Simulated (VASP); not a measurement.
Data:

```
WC
1.0
    1.45500    -2.52013     0.00000
    1.45500     2.52013     0.00000
    0.00000     0.00000     2.84000
W C
1 1
Direct
  0.00000   0.00000   0.00000
  0.33333   0.66667   0.50000
```

Calculation: PBE GGA, VASP's PBE PAW potentials (set 64) (plane waves; VASP). Settings: 520 eV cut-off, 10×10×9 Monkhorst-Pack mesh, first-order Methfessel-Paxton smearing of 0.10 eV, potentials W_sv C.

Give the stress tensor in GPa (positive for a compressed cell).

```
5.42  0.00  0.00
0.00  5.42  0.00
0.00  0.00  4.92
```
The pressure is its mean diagonal, 5.26 GPa.

The compound is WC in the wc structure. The cell was not relaxed at this level. The run is one of a series of settings (KPOINTS 10×10×9 Monkhorst-Pack mesh against the base run), some of them coarse on purpose.
